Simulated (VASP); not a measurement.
Cd₄SSe₃ (ordered alloy cell): computed properties

Level of theory: PBEsol GGA, VASP's PBE PAW potentials (set 64) (plane waves; VASP).

```json
{
  "space_group": "P3m1 (156)",
  "cell": "a = 4.258 Å, b = 4.258 Å, c = 13.873 Å, α = 90.00°, β = 90.00°, γ = 120.00°",
  "volume_per_atom": "27.23 Å^3/atom",
  "band gap (over mesh and band path)": "0.59 eV",
  "smallest direct gap (over mesh and band path)": "0.59 eV",
  "band_edge_character": "direct, Γ to Γ",
  "density": "5.48 g/cm³"
}
```

```yaml
crystal:
  lattice:
    - [2.12910, -3.68771, 0.00000]
    - [2.12910, 3.68771, 0.00000]
    - [0.00000, 0.00000, 13.87332]
  atoms:
    - { symbol: Cd, position: [0.66667, 0.33333, 0.25260] }
    - { symbol: Cd, position: [0.33333, 0.66667, 0.99792] }
    - { symbol: Cd, position: [0.66667, 0.33333, 0.74229] }
    - { symbol: Cd, position: [0.33333, 0.66667, 0.50792] }
    - { symbol: Se, position: [0.66667, 0.33333, 0.44247] }
    - { symbol: Se, position: [0.33333, 0.66667, 0.18778] }
    - { symbol: Se, position: [0.66667, 0.33333, 0.93281] }
    - { symbol: S, position: [0.33333, 0.66667, 0.69021] }
```

The structure was generated: Cd4SSe3 was put into an ordered model structure (P3m1), which need not be its known phase. It was relaxed first. Symmetry was kept, so distortions that lower it aren't found.
